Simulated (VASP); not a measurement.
Level of theory: vdW-DF-cx, VASP's PBE PAW potentials (set 64) (plane waves; VASP 6.6.1).

The input files of a VASP run:

KPOINTS:
```
Automatic mesh
0
G
  10 10 10
0 0 0
```

**INCAR**
```
SYSTEM  =  NiSi2
PREC  =  Accurate; ENCUT  =  520; LREAL  =  .False.
LASPH  =  .True.
EDIFF  =  1E-7; NELM  =  100; ALGO  =  Normal
LMAXMIX  =  4
ISMEAR  =  1; SIGMA  =  0.1
GGA  =  CX; LUSE_VDW  =  .True.; AGGAC  =  0.0
ISIF  =  2
LWAVE  =  .False.; LCHARG  =  .False.
```

File POSCAR:
```
NiSi2
2.7096860
  0.0000000000   0.9999999887   0.9999999887
  0.9999999887   0.0000000000   0.9999999887
  0.9999999887   0.9999999887   0.0000000000
Si Ni
2 1
Direct
  0.2500000000   0.2500000000   0.2500000000
  0.7500000000   0.7500000000   0.7500000000
  0.0000000000   0.0000000000   0.0000000000
```

POTCAR, in this order: Si Ni (PBE.64 set). Program: vasp_std.

Output of the run:

File OSZICAR:
```
       N       E                     dE             d eps       ncg     rms          rms(c)
DAV:   1     0.787426626655E+02    0.78743E+02   -0.80873E+03  1222   0.143E+03
DAV:   2    -0.102229550841E+02   -0.88966E+02   -0.83474E+02  1252   0.257E+02
DAV:   3    -0.147959724350E+02   -0.45730E+01   -0.44449E+01  1581   0.638E+01
DAV:   4    -0.148857776467E+02   -0.89805E-01   -0.89667E-01  1478   0.847E+00
DAV:   5    -0.148881433679E+02   -0.23657E-02   -0.23651E-02  1606   0.146E+00    0.163E+01
DAV:   6    -0.194235243301E+02   -0.45354E+01   -0.52474E+01  1335   0.180E+02    0.244E+01
DAV:   7    -0.130363161147E+02    0.63872E+01   -0.15499E+01  1475   0.113E+02    0.400E+00
DAV:   8    -0.129822448032E+02    0.54071E-01   -0.21443E+00  1773   0.245E+01    0.269E+00
DAV:   9    -0.129340296580E+02    0.48215E-01   -0.27756E-01  1506   0.110E+01    0.562E-01
DAV:  10    -0.129326476795E+02    0.13820E-02   -0.10055E-02  1734   0.200E+00    0.259E-01
DAV:  11    -0.129326887841E+02   -0.41105E-04   -0.83342E-04  1720   0.283E-01    0.479E-02
DAV:  12    -0.129327118597E+02   -0.23076E-04   -0.41492E-05  1546   0.120E-01    0.182E-02
DAV:  13    -0.129327094303E+02    0.24294E-05   -0.14424E-05  1577   0.917E-02    0.644E-03
DAV:  14    -0.129327095237E+02   -0.93422E-07   -0.13175E-06  1500   0.992E-03    0.348E-03
DAV:  15    -0.129327095020E+02    0.21742E-07   -0.28889E-07  1301   0.135E-02
   1 F= -.12932710E+02 E0= -.12932370E+02  d E =-.101975E-02
```

### OUTCAR
```
------------------------ aborting loop because EDIFF is reached ----------------------------------------
  FORCE on cell =-STRESS in cart. coord.  units (eV):
  Direction    XX          YY          ZZ          XY          YZ          ZX
  --------------------------------------------------------------------------------------
  Total       -0.1817938     -0.1817938     -0.1817938      0.0000000      0.0000000     -0.0000000
  in kB       -7.3198603     -7.3198603     -7.3198603      0.0000000      0.0000000     -0.0000000
  external PRESSURE =      -7.3198603 kB  Pullay stress =       0.0000000 kB
  volume of cell :       39.79
      direct lattice vectors                 reciprocal lattice vectors
     0.000000000  2.709685969  2.709685969    -0.184523227  0.184523227  0.184523227
     2.709685969  0.000000000  2.709685969     0.184523227 -0.184523227  0.184523227
     2.709685969  2.709685969  0.000000000     0.184523227  0.184523227 -0.184523227
 POSITION                                       TOTAL-FORCE (eV/Angst)
 -----------------------------------------------------------------------------------
      1.35484      1.35484      1.35484         0.000000      0.000000      0.000000
      4.06453      4.06453      4.06453        -0.000000     -0.000000     -0.000000
      0.00000      0.00000      0.00000         0.000000      0.000000      0.000000
 -----------------------------------------------------------------------------------
    total drift:                                0.000000     -0.000000     -0.000000
  FREE ENERGIE OF THE ION-ELECTRON SYSTEM (eV)
  ---------------------------------------------------
  free  energy   TOTEN  =       -12.9327095020 eV

  energy  without entropy=      -12.9316897507  energy(sigma->0) =      -12.93236958
```
(Selected blocks of OUTCAR.)

The compound is NiSi2 in the fluorite structure. It was relaxed first. The run is not spin-polarised, so no magnetic state was tried.
